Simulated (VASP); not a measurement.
Input:

```
CELL_PARAMETERS angstrom
      0.00000     3.16151     3.16151
      3.16151     0.00000     3.16151
      3.16151     3.16151     0.00000
ATOMIC_POSITIONS crystal
  Si 0.00000 0.00000 0.00000
  Mg 0.25000 0.25000 0.25000
  Mg 0.75000 0.75000 0.75000
```

All values below come from PBEsol GGA, VASP's PBE PAW potentials (set 64) (plane waves; VASP). Settings: 400 eV cut-off, Gaussian smearing of 0.050 eV, potentials Si Mg.

**Question.** Predict the band gap (along the path) with the smallest direct gap where there is one.

**Answer.** 
```yaml
band gap (along the path): 0.11 eV
smallest direct gap (along the path): 1.89 eV
```

Total energies compare only between runs with the same potentials, cut-off and functional.

The structure comes from a measured Mg2Si entry (Fm-3m) of the Crystallography Open Database, whose conditions weren't checked. It was relaxed first.
